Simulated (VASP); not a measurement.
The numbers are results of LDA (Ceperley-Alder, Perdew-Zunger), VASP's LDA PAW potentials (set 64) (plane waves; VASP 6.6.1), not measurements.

The input files of a VASP run:

File KPOINTS:
```
Automatic mesh
0
Gamma
11 11 1
0 0 0
```

### INCAR
```
ALGO  =  Normal
DIPOL  =  0.5 0.5 0.5
EDIFF  =  1E-6
ENCUT  =  300
IDIPOL  =  3
ISIF  =  2
ISMEAR  =  0
LASPH  =  T
LCHARG  =  F
LDIPOL  =  T
LMAXMIX  =  4
LREAL  =  F
LWAVE  =  F
NELM  =  100
PREC  =  Accurate
SIGMA  =  0.272
SYSTEM  =  Nb
```

File POSCAR:
```
Nb
3.317630
  1.0000000000   0.0000000000   0.0000000000
  0.0000000000   1.0000000000   0.0000000000
  0.0000000000   0.0000000000   5.1170263110
Nb
4
Cartesian
 -0.0095680000   0.0136480000   2.3012853599
  0.4953810000   0.4834030000   1.8184632253
  0.0168550000  -0.0124470000   3.3065251786
  0.4973310000   0.5153960000   2.8077737411
```

POTCAR, in this order: Nb_sv (LDA.64 set). Program: vasp_std.

Question: What will the output report for the number of irreducible k-points (NKPTS), largest plane-wave count, number of space-group operations, FFT grid (NGX, NGY, NGZ)?

Answer: 
| Property | Value |
|---|---|
| number of irreducible k-points (NKPTS) | 61 |
| largest plane-wave count | 2251 |
| number of space-group operations | 1 |
| FFT grid (NGX, NGY, NGZ) | 20 × 20 × 96 |

The cell is a sheet with vacuum, built from a database entry that may be metastable or hypothetical.
